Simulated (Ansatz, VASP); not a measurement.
**Cu (generalised stacking fault on (111) of Cu) in two plane-wave programs**

Aim: how closely do two programs agree when they are given the same cell, functional and k mesh? The cell is taken from a series of runs on this material, whose earlier steps may have relaxed, scaled, displaced or heated it; both programs get it as it stands.

Program: Ansatz 0.2.0. Level of theory: plane waves, with VASP 6.6.1 beside it; single point at PBEsol. Results are calculated unless marked as measured.

## 1. Set-up

The cell holds 12 atoms: 12 Cu. Its edges and angles: a = 2.570 Å, b = 2.570 Å, c = 25.195 Å, α = 91.5°, β = 88.5°, γ = 120.0°. It derives from Cu. 48 atoms of Cu, stacked on (1 1 1); one fault a cell: the periodic image above is shifted rigidly by 0.742 A along the in-plane vector of length 4.452 A (<112> type); atoms relaxed along the normal alone with the MACE-MP-0b2 potential. Lattice constants are starting values near those of PBE. Folded to one surface cell (a quarter of the atoms). The structure's axis is c.

## 2. Ansatz: single point, PBEsol, pair 1

Ansatz runs on its default PAW (the set named soft_2) files.

A single point gives forces, pressure and levels at one fixed geometry, so differences don't come from the geometry; what else differs is listed under the comparison.

File input.yaml:

```yaml
crystal:
  lattice:
    - [2.57034, 0.0, 0.0]
    - [-1.28516, 2.22598, 0.0]
    - [0.64258, -0.371, 25.18402]
  atoms:
    - { symbol: Cu, position: [0.96674, 0.03326, 0.19957] }
    - { symbol: Cu, position: [0.2863, 0.7137, 0.2822] }
    - { symbol: Cu, position: [0.6058, 0.3942, 0.3652] }
    - { symbol: Cu, position: [0.92525, 0.07475, 0.44855] }
    - { symbol: Cu, position: [0.24469, 0.75531, 0.53188] }
    - { symbol: Cu, position: [0.56414, 0.43586, 0.61521] }
    - { symbol: Cu, position: [0.88358, 0.11642, 0.69854] }
    - { symbol: Cu, position: [0.20303, 0.79697, 0.78187] }
    - { symbol: Cu, position: [0.52247, 0.47753, 0.8652] }
    - { symbol: Cu, position: [0.84192, 0.15808, 0.94854] }
    - { symbol: Cu, position: [0.16142, 0.83858, 0.03155] }
    - { symbol: Cu, position: [0.48098, 0.51902, 0.11418] }
kpoints:
  mp_grid: { grid: [12, 12, 1] }
hamiltonian:
  xc: pbesol
scf:
  occupations: { method: fermi_dirac, width: 0.1 }
output:
  forces: true
```

The run is started by

```
> ansatz run input.yaml --threads 11 --pin off --max-ram 102400MiB --backend cuda --events-out ev --progress --plain --runs-dir out
```

Numbers of over 12 decimals in the logs are rounded to 6 here.

The program printed:

```text
Warning: the atoms were moved onto the symmetric positions of the space group found under crystal.symmetry.tolerance 1.0e-5 (fractional; no operation is sought that the atoms, as they stand in a round, miss by more than twice it, and no atom is moved by as much as it), and the run uses the moved positions. Before a round's move an operation carried an atom to 2.10e-4 Å from where it should land, the largest such dist [...]
Engine: ansatz 0.2.0, x86_64-unknown-linux-gnu
Pseudopotentials: kind: paw
Pseudopotential: Cu, paw, valence charge 19, recommended cutoff 420 eV (normal), Cu.paw.azcp
Functional definition: PBEsol
  exchange = pbesol_x
  correlation = pbesol_c
device memory: the entry about to start is reckoned to put 12.2 GiB on a device that reports 78.6 GiB free
GPU FFT provider: cuFFT
GPU libraries: cuBLAS 13.8.2, cuFFT 12.4.0, cuSOLVER 12.3.4
Crystal: 12 atoms, lattice volume = 144.091 Å³
Basis set: ecut = 420 eV, 2887 PW (Γ), exchange–correlation on 36×36×360 points (8 copies of the dense FFT grid, shifted against one another)
Bands: 127, of which v1, the nominal top of the filled ones, is band 114 counted from 1 (113 counted from 0)
Symmetry: 4 space group operations
Space group: C2/m (ITA 12), of the structure as read, at distance tolerance 5.2e-5 Å
k-points: 43 of 144
Non-local potential: Cu, projectors of the file, l = 0: 3, l = 1: 2, l = 2: 3, l = 3: 1
PAW form: soft (Blöchl's): semilocal exchange-correlation on the pseudo side does not see the compensation charge
PAW frozen core: Cu, regenerated for the run's functional, and the local potential with it (the file was generated under x = pbe(κ = 0.804, μ = 0.219515), c = pbe(β = 0.066725))
PAW one-centre angular grid: Cu, 590 points (default); XC on 64 Gauss nodes
Initial density: superposition of atomic densities (neutral atoms: chi_scale 0, normalization atom), corrected by the library's trained network
Initial wavefunctions: pseudopotential atomic-orbital guess
GPU buffer pool allocated for 58320 grid points (all kernels)
GPU transforms: local potential and band sums: pruned to the plane-wave sphere, on 18×18×180
Functional: x = pbesol(κ = 0.804, μ = 0.123457), c = pbesol(β = 0.046)
SCF iter   1: F=—  HF=-79065.097634 eV  |F-HF|=—  |Δ(HF+E_count)|=         —  Δρ=2.14e-2  dr2=3.56e-1  ethr=1.77e-3  ⟨swp⟩=4.2  Hψ=15700  notcnv=0  defer=73
preconditioner: auto → Kerker (q_TF=auto, 2.945 Å⁻¹)  [metal: Δε(μ)=0.009 eV  Ē_g=7.518 eV  σ=0.100 eV  W_gap=0.02  n_scr=64 (ndim 8)  ℏωp=35.5 eV  f_vac=0.000  D(μ)=4.63/eV (n_scr^D=18)]
SCF iter   2: F=—  HF=-79065.024129 eV  |F-HF|=—  |Δ(HF+E_count)|=   7.35e-2  Δρ=1.59e-3  dr2=5.10e-3  ethr=1.56e-4  ⟨swp⟩=2.0  Hψ=9575  notcnv=0  defer=117
SCF iter   3: F=—  HF=-79065.022659 eV  |F-HF|=—  |Δ(HF+E_count)|=   1.47e-3  Δρ=2.34e-3  dr2=7.19e-3  ethr=2.24e-6  ⟨swp⟩=2.1  Hψ=8344  notcnv=0  defer=117
SCF iter   4: F=—  HF=-79065.022133 eV  |F-HF|=—  |Δ(HF+E_count)|=   5.27e-4  Δρ=4.93e-4  dr2=7.72e-4  ethr=2.24e-6  ⟨swp⟩=2.4  Hψ=7562  notcnv=0  defer=117
SCF iter   5: F=—  HF=-79065.023696 eV  |F-HF|=—  |Δ(HF+E_count)|=   1.56e-3  Δρ=1.57e-4  dr2=1.06e-4  ethr=3.38e-7  ⟨swp⟩=2.2  Hψ=6814  notcnv=0  defer=117
SCF iter   6: F=—  HF=-79065.018620 eV  |F-HF|=—  |Δ(HF+E_count)|=   5.08e-3  Δρ=8.35e-5  dr2=5.64e-5  ethr=4.63e-8  ⟨swp⟩=2.0  Hψ=7657  notcnv=0  defer=117
SCF iter   7: F=—  HF=-79065.020737 eV  |F-HF|=—  |Δ(HF+E_count)|=   2.12e-3  Δρ=2.51e-5  dr2=2.06e-6  ethr=2.47e-8  ⟨swp⟩=1.0  Hψ=5344  notcnv=0  defer=117
SCF iter   8: F=—  HF=-79065.020737 eV  |F-HF|=—  |Δ(HF+E_count)|=   1.75e-7  Δρ=9.30e-6  dr2=1.30e-7  ethr=9.05e-10  ⟨swp⟩=1.1  Hψ=5408  notcnv=0  defer=117
SCF iter   9: F=-79065.020737 eV  HF=-79065.020737 eV  |F-HF|=4.60e-8  |Δ(HF+E_count)|=   3.62e-8  Δρ=2.76e-6  dr2=4.52e-8  ethr=4.39e-11  ⟨swp⟩=3.7  Hψ=16954  notcnv=0
SCF 1 converged in 9 iterations: F = -79065.020737 eV  dr2 = 4.52e-8
  greatest PAW one-centre occupation: 1.000 electrons in one spin orbital (limit 2), on the Cu atom at site 11 (counted from 0), in its partial waves of l = 0
SCF converged after 9 iterations
Free energy (F): -79065.020737 eV
Harris-Foulkes:  -79065.020737 eV  (|F-HF|=4.60e-8)
Internal energy: -79064.873389 eV  (E = F + TS)
E sigma→0 (E₀):  -79064.947063 eV
Entropy (-TS):   -0.147349 eV (-12.279 meV/atom)
Fermi energy:    16.170622 eV
--- Per-component energies (eV) ---
  E_band       = -4405.906278
  E_kinetic    = 3597.982262
  E_local      = -48975.114095  (includes V_loc(G=0)·N_el)
  E_nonlocal   = 4700.454877
  E_hartree    = 21524.839094
  E_xc         = -1065.939455
  E_vxc        = -1381.504137  (∫ρ·V_xc dr)
  E_paw        = -19518.227655  (= ΣΔE_a)
  E_vpaw       = -5397.398318  (= ΣTr[D̂ρ^β])
  E_aug_tail   = 0.002866  (compensation charges beyond the density's cutoff)
  E_ewald      = -39331.345709
  E_core_change = 2.474426  (= ΣΔE_core)
  E_smearing   = -0.147349  (= −TS)
  E_closure    = -0.000000  (closes the sum)
  Σ components = -79065.020737   (vs F -79065.020737, Δ=0.00e0)
--- Forces (eV/Å), atoms counted from 1 ---
  atom   1  Cu    -0.01888451     0.01090304    -0.01180772
  atom   2  Cu     0.00554228    -0.00319986     0.04046590
  atom   3  Cu    -0.00278630     0.00160867     0.02753409
  atom   4  Cu    -0.00063188     0.00036482    -0.00112758
  atom   5  Cu     0.00089316    -0.00051567     0.00024868
  atom   6  Cu     0.00003981    -0.00002298     0.00038657
  atom   7  Cu    -0.00003981     0.00002298    -0.00038657
  atom   8  Cu    -0.00089316     0.00051567    -0.00024868
  atom   9  Cu     0.00063188    -0.00036482     0.00112758
  atom  10  Cu     0.00278630    -0.00160867    -0.02753409
  atom  11  Cu    -0.00554228     0.00319986    -0.04046590
  atom  12  Cu     0.01888451    -0.01090304     0.01180772
  max |Σ_I F_I| component: 1.73e-18 eV/Å
```

Reading the cycles: dr2 is the Hartree energy of the density residual (eV), the measure of convergence; HF is the Harris–Foulkes estimate of the energy, which meets the free energy F at convergence.

## 3. VASP: single point, PBEsol, pair 1

The same cell, functional, mesh and smearing now go to VASP, with its own data sets.

Lines of VASP's logs that name or quote its potential files are left out, and so is its time.

File INCAR:

```
SYSTEM = Cu
PREC = Accurate
ENCUT = 520
EDIFF = 1E-06
NELM = 120
ISMEAR = -1
SIGMA = 0.1
LREAL = .FALSE.
ALGO = Normal
GGA = PS
NBANDS = 81
LASPH = .TRUE.
LORBIT = 11
LWAVE = .FALSE.
LCHARG = .FALSE.
ISIF = 2
GGA_COMPAT = .FALSE.
KPAR = 2
```

File POSCAR:

```
Cu
1.0
    2.5703400000      0.0000000000      0.0000000000
   -1.2851600000      2.2259800000      0.0000000000
    0.6425800000     -0.3710000000     25.1840200000
Cu
12
Direct
    0.9667400000      0.0332600000      0.1995700000
    0.2863000000      0.7137000000      0.2822000000
    0.6058000000      0.3942000000      0.3652050000
    0.9252500000      0.0747500000      0.4485500000
    0.2446900000      0.7553100000      0.5318800000
    0.5641400000      0.4358600000      0.6152100000
    0.8835800000      0.1164200000      0.6985400000
    0.2030300000      0.7969700000      0.7818700000
    0.5224700000      0.4775300000      0.8652000000
    0.8419200000      0.1580800000      0.9485450000
    0.1614200000      0.8385800000      0.0315500000
    0.4809800000      0.5190200000      0.1141800000
```

File KPOINTS:

```
Automatic mesh
0
Gamma
12 12 1
0 0 0
```

The projector-augmented-wave data sets are Cu (PBE family, release 64).

The run is started by

```
> mpirun -np 2 vasp_std
```

The program printed:

```text
[banner, memory and clock lines left out]
running    2 mpi-ranks, on    1 nodes
 distrk:  each k-point on    1 cores,    2 groups
 distr:  one band on    1 cores,    1 groups

 POSCAR found type information on POSCAR Cu
 POSCAR found :  1 types and      12 ions
|                                                                             |
|               ----> ADVICE to this user running VASP <----                  |
|                                                                             |
|     You enforced a specific xc type in the INCAR file but a different       |
|     [... a line on the potential file left out ...]
|     I HOPE YOU KNOW WHAT YOU ARE DOING!                                     |
|                                                                             |

 LDA part: xc-table for (Slater+PW92), standard interpolation
 POSCAR, INCAR and KPOINTS ok, starting setup
 FFT: planning ... GRIDC
 FFT: planning ... GRID_SOFT
 FFT: planning ... GRID
 WAVECAR not read
 entering main loop
       N       E                     dE             d eps       ncg     rms          rms(c)
DAV:   1     0.132492902989E+04    0.13249E+04   -0.54185E+04  6966   0.291E+03
DAV:   2     0.165113668022E+03   -0.11598E+04   -0.11213E+04  6966   0.559E+02
DAV:   3    -0.516549211880E+02   -0.21677E+03   -0.20006E+03  6983   0.271E+02
DAV:   4    -0.641772675667E+02   -0.12522E+02   -0.12226E+02  7680   0.911E+01
DAV:   5    -0.644023145072E+02   -0.22505E+00   -0.22471E+00  7995   0.138E+01    0.290E+01
DAV:   6    -0.566482479840E+02    0.77541E+01   -0.13505E+02  7859   0.143E+02    0.152E+01
DAV:   7    -0.515460259544E+02    0.51022E+01   -0.23310E+01  8124   0.839E+01    0.469E+00
DAV:   8    -0.515506132898E+02   -0.45873E-02   -0.92089E+00  8972   0.615E+01    0.167E+00
DAV:   9    -0.515505428047E+02    0.70485E-04   -0.20253E+00  8723   0.218E+01    0.221E+00
DAV:  10    -0.515343460767E+02    0.16197E-01   -0.61728E-01  7970   0.132E+01    0.177E+00
DAV:  11    -0.515190384885E+02    0.15308E-01   -0.87292E-02  8068   0.395E+00    0.142E+00
DAV:  12    -0.514894749341E+02    0.29564E-01   -0.69124E-02  8035   0.421E+00    0.565E-01
DAV:  13    -0.514868509658E+02    0.26240E-02   -0.20870E-02  8467   0.190E+00    0.239E-01
DAV:  14    -0.514866355683E+02    0.21540E-03   -0.52295E-03  8194   0.149E+00    0.158E-01
DAV:  15    -0.514866247741E+02    0.10794E-04   -0.12752E-03  7952   0.654E-01    0.128E-01
DAV:  16    -0.514864553505E+02    0.16942E-03   -0.44061E-04  8131   0.452E-01    0.749E-02
DAV:  17    -0.514863741605E+02    0.81190E-04   -0.54988E-04  8340   0.367E-01    0.166E-02
DAV:  18    -0.514863948133E+02   -0.20653E-04   -0.18437E-04  8002   0.184E-01    0.262E-02
DAV:  19    -0.514863870983E+02    0.77150E-05   -0.25548E-05  7946   0.971E-02    0.187E-02
DAV:  20    -0.514863816435E+02    0.54548E-05   -0.36982E-05  7777   0.116E-01    0.338E-03
DAV:  21    -0.514863811160E+02    0.52745E-06   -0.36127E-06  5578   0.360E-02
   1 F= -.51486381E+02 E0= -.51413230E+02  d E =-.146301E+00
```

From OUTCAR (step 3):

```text
ion  position               nearest neighbor table
   1  0.967  0.033  0.200-  12 2.51  12 2.51   2 2.56   2 2.56   2 2.56
   2  0.286  0.714  0.282-   1 2.56   1 2.56   1 2.56   3 2.56   3 2.56   3 2.56
   3  0.606  0.394  0.365-   2 2.56   2 2.56   2 2.56   4 2.57   4 2.57   4 2.57
   4  0.925  0.075  0.449-   5 2.57   5 2.57   5 2.57   3 2.57   3 2.57   3 2.57
   5  0.245  0.755  0.532-   4 2.57   6 2.57   6 2.57   4 2.57   4 2.57   6 2.57
   6  0.564  0.436  0.615-   7 2.57   5 2.57   5 2.57   7 2.57   7 2.57   5 2.57
   7  0.884  0.116  0.699-   6 2.57   8 2.57   8 2.57   6 2.57   6 2.57   8 2.57
   8  0.203  0.797  0.782-   9 2.57   7 2.57   7 2.57   9 2.57   9 2.57   7 2.57
   9  0.522  0.478  0.865-   8 2.57   8 2.57   8 2.57  10 2.57  10 2.57  10 2.57
  10  0.842  0.158  0.949-  11 2.56  11 2.56  11 2.56   9 2.57   9 2.57   9 2.57
  11  0.161  0.839  0.032-  12 2.56  12 2.56  12 2.56  10 2.56  10 2.56  10 2.56
  12  0.481  0.519  0.114-   1 2.51   1 2.51  11 2.56  11 2.56  11 2.56

  LATTYP: Found a base centered monoclinic cell.
 ALAT       =     4.4519509443
 B/A-ratio  =     0.5773525496
 C/A-ratio  =     5.6593049851
 COS(beta)  =    -0.0294499754

 Subroutine GETGRP returns: Found  4 space group operations
 (whereof  2 operations were pure point group operations)

The static configuration has the point symmetry C_1h.
 The point group associated with its full space group is C_2h.

 Found     43 irreducible k-points:

   k-points           NKPTS =     43   k-points in BZ     NKDIM =     43   number of bands    NBANDS=     81

   dimension x,y,z NGX =    20 NGY =   20 NGZ =  192
   dimension x,y,z NGXF=    40 NGYF=   40 NGZF=  384

   ENCUT  =  520.0 eV  38.22 Ry    6.18 a.u.   4.78  4.78 46.85*2*pi/ulx,y,z

   NELECT =     132.0000    total number of electrons

 k-points in reciprocal lattice and weights: Automatic mesh
   0.00000000  0.00000000  0.00000000       0.007
   0.08333333 -0.00000000  0.00000000       0.028
   0.16666667  0.00000000  0.00000000       0.028
   0.25000000  0.00000000  0.00000000       0.028
   0.33333333  0.00000000  0.00000000       0.028
   0.41666667  0.00000000  0.00000000       0.028
   0.50000000  0.00000000  0.00000000       0.014
   0.08333333  0.08333333  0.00000000       0.014
   0.16666667  0.08333333  0.00000000       0.028
[...]
-0.41666667  0.41666667 -0.00000000       0.014
   0.50000000  0.50000000  0.00000000       0.007

 average (electrostatic) potential at core
       1 -63.7301       2 -63.7586       3 -63.7520       4 -63.7500       5 -63.7498
       6 -63.7496       7 -63.7496       8 -63.7498       9 -63.7500      10 -63.7520
      11 -63.7586      12 -63.7301

 E-fermi :   7.1301

 k-point     1 :       0.0000    0.0000    0.0000
  band No.  band energies     occupation
    ...
     68       5.5337      2.00000
     69       5.5367      2.00000
     70       5.5617      2.00000
     71       5.6134      2.00000
     72       6.2086      1.99980
     73      10.8510      0.00000
     74      12.4439      0.00000
     75      12.4927      0.00000
     76      15.6301      0.00000
     77      15.7101      0.00000
    ...

 k-point     2 :       0.0833   -0.0000    0.0000
  band No.  band energies     occupation
    ...
     68       5.5726      2.00000
     69       5.6688      2.00000
     70       6.1937      1.99983
     71       6.2917      1.99954
     72       7.0591      1.34084
     73      10.9110      0.00000
     74      12.5596      0.00000
     75      12.6467      0.00000
     76      15.7779      0.00000
     77      15.8997      0.00000
    ...

 k-point     3 :       0.1667    0.0000    0.0000
  band No.  band energies     occupation
    ...
     66       5.5854      2.00000
     67       5.6420      2.00000
     68       5.8632      1.99999
     69       6.2204      1.99978
     70       7.0855      1.21932
     71       7.2914      0.33241
     72       8.3709      0.00001
     73      11.1188      0.00000
     74      12.9613      0.00000
     75      13.1072      0.00000
    ...

  Total       -7.1315358     -6.8130325     -6.8479994      0.2758049      0.0179803     -0.0311393
  in kB      -79.2970007    -75.7554977    -76.1443012      3.0667312      0.1999271     -0.3462441
  external PRESSURE =     -77.0655999 kB  Pullay stress =       0.0000000 kB

  energy-cutoff  :      520.00
  volume of cell :      144.09
      direct lattice vectors                 reciprocal lattice vectors
     2.570340000  0.000000000  0.000000000     0.389053588  0.224618420 -0.006617872
    -1.285160000  2.225980000  0.000000000     0.000000000  0.449240335  0.006618013
     0.642580000 -0.371000000 25.184020000     0.000000000  0.000000000  0.039707719

 POSITION                                       TOTAL-FORCE (eV/Angst)
 -----------------------------------------------------------------------------------
      2.57035     -0.00000      5.02597        -0.018787      0.010847     -0.013327
      0.00001      1.48399      7.10693         0.005639     -0.003256      0.040280
      1.28518      0.74199      9.19733        -0.002419      0.001397      0.027671
      2.57037     -0.00002     11.29629        -0.000566      0.000327     -0.000901
      0.00002      1.48398     13.39488         0.000559     -0.000322      0.000196
      1.28520      0.74197     15.49346         0.000108     -0.000062      0.000463
      2.57035     -0.00001     17.59205        -0.000108      0.000062     -0.000463
      0.00004      1.48397     19.69063        -0.000559      0.000322     -0.000196
      1.28518      0.74198     21.78921         0.000566     -0.000327      0.000901
      2.57038     -0.00003     23.88818         0.002419     -0.001397     -0.027671
     -0.64253      1.85496      0.79456        -0.005639      0.003256     -0.040280
      0.64263      1.11297      2.87551         0.018787     -0.010847      0.013327
 -----------------------------------------------------------------------------------
    total drift:                                0.000038     -0.000018     -0.000763

  FREE ENERGIE OF THE ION-ELECTRON SYSTEM (eV)
  ---------------------------------------------------
  free  energy   TOTEN  =       -51.4863811160 eV

  energy  without entropy=      -51.3400796232  energy(sigma->0) =      -51.41323037

 total charge
# of ion       s       p       d       tot
------------------------------------------
    1        0.445   0.370   9.167   9.982
    2        0.447   0.379   9.165   9.990
    3        0.446   0.376   9.164   9.986
    4        0.445   0.375   9.164   9.984
    5        0.445   0.375   9.165   9.984
    6        0.445   0.375   9.164   9.984
    7        0.445   0.375   9.164   9.984
    8        0.445   0.375   9.165   9.984
    9        0.445   0.375   9.164   9.984
   10        0.446   0.376   9.164   9.986
   11        0.447   0.379   9.165   9.990
   12        0.445   0.370   9.167   9.982
--------------------------------------------------
tot          5.344   4.500 109.978 119.822

[... 3 further parts left out ...]
```

The run ends at a pressure of -7.71 GPa, with forces up to 0.041 eV/Å.

## 4. Side by side

Known differences besides the potentials themselves: the data sets hold 228 valence electrons in Ansatz (on its default PAW (the set named soft_2) files) and 132 in VASP; the cutoff is 420 eV in Ansatz and 520 eV in VASP; Ansatz makes its cores anew for this functional, VASP keeps those of its PBE data sets. Total energies have different zeros and are not compared.

The forces differ by 0.39 meV/Å r.m.s.; no other quantity is compared for this pair.

[end of part 1 of 2]

[Lines on the potential files, build, host, timing and source positions are cut from VASP's logs without a mark.]

[Logs are printed without paths, hosts, clocks, repeated set-up lines and the standing remarks that a program may print on its own settings, such as how far it seeks lower states.]

[Hosts, paths, dates, database ids (printed as entryN), source tags and the programs' standing remarks are cut or masked in the printed files.]
